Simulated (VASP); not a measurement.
GeAuBr3, 5 atoms in the cell. It takes space group Pm-3m (No. 221, cubic). The conventional cell has a = 5.327 Å, b = 5.327 Å, c = 5.327 Å, α = 90.00°, β = 90.00°, γ = 90.00°. Au (site symmetry m-3m) has 12 Br at 3.77 Å as nearest neighbours. Around Ge (site symmetry m-3m) lie 6 Br at 2.66 Å. Around Br (site symmetry 4/mmm) lie 2 Ge at 2.66 Å. The cell comes from a database or a generator and needn't be the stable form of this composition.

```yaml
Program: VASP 6.6.1
Task: single point
Functional: PBE
Potentials_or_basis: VASP PAW PBE potentials, release 64 (Au, Ge_d, Br)
Cutoff: 520 eV
k_mesh: 4 × 4 × 4
Occupations: gaussian, width 0.05 eV
Spin: no spin polarisation
Dipole_correction: no
Further_INCAR_settings: ALGO = Fast; EDIFF = 1e-06; NBANDS = 31
```

Potentials or basis: VASP PAW PBE potentials, release 64 (Au, Ge_d, Br).

Launch:

```console
$ cat potpaw_PBE.64/Au/POTCAR potpaw_PBE.64/Ge_d/POTCAR potpaw_PBE.64/Br/POTCAR > POTCAR
$ mpirun -np 1 vasp_std > vasp.out
```

Hardware: 1 thread of Intel(R) Xeon(R) Platinum 8559C (Emerald Rapids), on a shared host.

Question: How long does it take, and how much memory?

Answer: It took 35 s on 1 thread of Intel(R) Xeon(R) Platinum 8559C (Emerald Rapids), on a shared host, peak memory 0.26 GiB. Counts: scf iterations 14, k points 10.
